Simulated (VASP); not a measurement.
Input:

```xyz
4
Lattice="3.7339 0.0000 0.0000 0.0000 3.7339 0.0000 0.0000 0.0000 4.7438" Properties=species:S:1:pos:R:3 pbc="T T T"
Sn     1.8669     3.7339     3.6125
Sn     0.0000     1.8669     1.1313
O      1.8669     1.8669     0.0000
O      0.0000     0.0000     0.0000
```

The numbers are results of AM05 GGA, VASP's PBE PAW potentials (set 64) (plane waves; VASP), not measurements. Settings: 520 eV cut-off, 6×6×5 Γ-centred mesh, Gaussian smearing of 0.050 eV, potentials Sn_d O.

Without a dispersion term in the relaxation, distances and binding between the weakly bound layers, chains or molecules are unreliable, and so is what depends on them.

Task: The ions and cell shape at fixed volume are relaxed. Give the cell that the relaxation ends in.

Result: 
```xyz
4
Lattice="3.7817 0.0000 0.0000 0.0000 3.7817 0.0000 0.0000 0.0000 4.6246" Properties=species:S:1:pos:R:3 pbc="T T T"
Sn     1.8908     0.0000     3.4665
Sn     0.0000     1.8908     1.1580
O      1.8908     1.8908     0.0000
O      0.0000     0.0000     0.0000
```
Space group P4/nmm (129), at a tolerance of 0.03 Å.

Task: How much energy does the relaxation gain?

Result: The energy (σ→0) changes by -15.3 meV/atom, in 7 ionic steps.

The compound is SnO in the litharge structure. This cell is one point of a volume scan, at 0.94 of the reference volume. Symmetry was kept, so distortions that lower it aren't found.
